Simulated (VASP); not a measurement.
The input files of a VASP run:

KPOINTS:
```
Automatic
0
gamma
5 5 4
0 0 0
```

### POSCAR
```
BaGaGeH
1.0
  4.3311727070   0.0000000000   0.0000000000
 -2.1655863535   3.7509057290   0.0000000000
  0.0000000000   0.0000000000   5.0283248113
Ba Ga Ge H
1 1 1 1
Cartesian
 -0.0000021656   2.5006050696   0.0090974268
  0.0000000000   0.0000000000   2.7403729347
  2.1655885191   1.2503006594   2.2489070381
  0.0000000000   0.0000000000   4.4543201305
```

**INCAR**
```
EDIFF  =  1E-6   ! SCF stop (eV)
EDIFFG  =  -0.02   ! ionic stop
ALGO  =  Normal
LREAL  =  F   ! projection in real space or not
NSW  =  60   ! most ionic steps
PREC  =  Accurate
LWAVE  =  F
LCHARG  =  F
ENCUT  =  400   ! plane-wave cut-off (eV)
LASPH  =  T   ! aspherical one-centre terms
LMAXMIX  =  4
ISMEAR  =  0
GGA  =  PS
NELM  =  100   ! most electronic steps
SYSTEM  =  BaGaGeH
SIGMA  =  0.05   ! width (eV)
ISIF  =  3   ! ions, shape and volume
IBRION  =  2   ! conjugate gradients
```

POTCAR, in this order: Ba_sv Ga_d Ge_d H (PBE.64 set). Program: vasp_std.

Write an equivalent input for Ansatz.

One equivalent input (not run):
Ansatz 0.2 input:
```yaml
crystal:
  lattice:
    - [4.3311727, 0.0000000, 0.0000000]
    - [-2.1655864, 3.7509057, 0.0000000]
    - [0.0000000, 0.0000000, 5.0283248]
  atoms:
    - { symbol: Ba, position: [0.3333330, 0.6666670, 0.0018092] }
    - { symbol: Ga, position: [0.0000000, 0.0000000, 0.5449873] }
    - { symbol: Ge, position: [0.6666670, 0.3333330, 0.4472478] }
    - { symbol: H, position: [0.0000000, 0.0000000, 0.8858457] }
kpoints:
  mp_grid: { grid: [5, 5, 4] }
hamiltonian:
  xc: pbesol
  pseudopotentials: { kind: paw }
scf:
  occupations: { method: gaussian, width: 0.05 }
  max_iter: 100
relax:
  max_steps: 60
  f_tol: 0.02
  cell: {}
output: { forces: true, stress: true, eigenvalues: true }
```
The two are equivalent in intent, not identical: each code has its own PAW files, so the cut-off isn't converted (ENCUT is set for VASP's; basis.ecutwfc is left out, and Ansatz then takes the one that its files recommend); Ansatz stops its SCF on the density residual and VASP on the energy change (EDIFF).

The structure comes from a computed database's BaGaGeH entry (P3m1); how it stands against other phases isn't given here. This run relaxes it. Symmetry was kept, so distortions that lower it aren't found. The start is the result of an earlier pass.
